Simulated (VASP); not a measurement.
A convergence study with VASP on KTaO₃ (cubic perovskite): a few settings are varied, all else stays as given below, so the limit is that of these other settings.

```
CELL_PARAMETERS angstrom
      3.99000     0.00000     0.00000
      0.00000     3.99000     0.00000
      0.00000     0.00000     3.99000
ATOMIC_POSITIONS crystal
  K  0.00000 0.00000 0.00000
  Ta 0.50000 0.50000 0.50000
  O  0.50000 0.00000 0.50000
  O  0.00000 0.50000 0.50000
  O  0.50000 0.50000 0.00000
```

Method: PBEsol GGA, VASP's PBE PAW potentials (set 64) (plane waves; VASP). The last row used: 700 eV cut-off, 12×12×12 Γ-centred mesh, second-order Methfessel-Paxton smearing of 0.40 eV, potentials K_sv Ta_pv O.

Unless said otherwise, spin-orbit coupling is left out, though it shifts the bands of the heavy elements here. Gaps are read on the run's mesh, which can miss a band edge.

```tsv
setting	E (eV/atom)	pressure (GPa)	gap on the mesh (eV)	irreducible k-points
ISMEAR = -1, SIGMA = 0.01, 3×3×3 mesh	-8.5583	0.10	2.301	4
ISMEAR = -1, SIGMA = 0.1, 3×3×3 mesh	-8.5583	0.10	2.301	4
ISMEAR = 0, SIGMA = 0.01, 3×3×3 mesh	-8.5583	0.10	2.301	4
ISMEAR = 0, SIGMA = 0.2, 3×3×3 mesh	-8.5583	0.10	2.301	4
ISMEAR = 1, SIGMA = 0.05, 3×3×3 mesh	-8.5581	0.10	2.301	4
ISMEAR = 1, SIGMA = 0.2, 3×3×3 mesh	-8.5576	0.08	2.303	4
ISMEAR = 2, SIGMA = 0.05, 3×3×3 mesh	-8.5583	0.10	2.301	4
ISMEAR = 2, SIGMA = 0.2, 3×3×3 mesh	___	0.08	___	4
ISMEAR = -1, SIGMA = 0.01, 6×6×6 mesh	-8.5873	-0.16	2.084	20
ISMEAR = -1, SIGMA = 0.2, 6×6×6 mesh	___	-0.16	2.086	20
ISMEAR = 0, SIGMA = 0.01, 6×6×6 mesh	-8.5873	-0.16	2.084	20
ISMEAR = 0, SIGMA = 0.4, 6×6×6 mesh	-8.5873	-0.16	2.084	20
ISMEAR = 1, SIGMA = 0.05, 6×6×6 mesh	-8.5872	-0.17	2.084	20
ISMEAR = 1, SIGMA = 0.4, 6×6×6 mesh	-8.5867	-0.21	2.085	20
ISMEAR = 2, SIGMA = 0.05, 6×6×6 mesh	-8.5873	-0.16	2.084	20
ISMEAR = 2, SIGMA = 0.4, 6×6×6 mesh	-8.5869	-0.20	2.084	20
ISMEAR = -1, SIGMA = 0.05, 12×12×12 mesh	-8.5875	-0.16	2.085	84
ISMEAR = -1, SIGMA = 0.2, 12×12×12 mesh	-8.5872	-0.16	2.087	84
ISMEAR = 0, SIGMA = 0.1, 12×12×12 mesh	-8.5875	-0.16	2.085	84
ISMEAR = 0, SIGMA = 0.4, 12×12×12 mesh	-8.5875	-0.16	2.085	84
ISMEAR = 1, SIGMA = 0.1, 12×12×12 mesh	-8.5875	-0.17	2.085	84
ISMEAR = 1, SIGMA = 0.4, 12×12×12 mesh	-8.5869	-0.20	2.086	84
ISMEAR = 2, SIGMA = 0.1, 12×12×12 mesh	-8.5875	-0.17	2.085	84
ISMEAR = 2, SIGMA = 0.4, 12×12×12 mesh	-8.5869	-0.18	2.085	84
```

### Question
Fill in the missing entries.

### Answer

- ISMEAR = 2, SIGMA = 0.2, 3×3×3 mesh, E (eV/atom): -8.5578
- ISMEAR = 2, SIGMA = 0.2, 3×3×3 mesh, gap on the mesh (eV): 2.302
- ISMEAR = -1, SIGMA = 0.2, 6×6×6 mesh, E (eV/atom): -8.5870

Left out are rungs that failed or repeat a setting and relaxations that didn't move; long series are thinned to 24 rows.

The compound is KTaO3 in the cubic perovskite structure. The cell was not relaxed at this level.
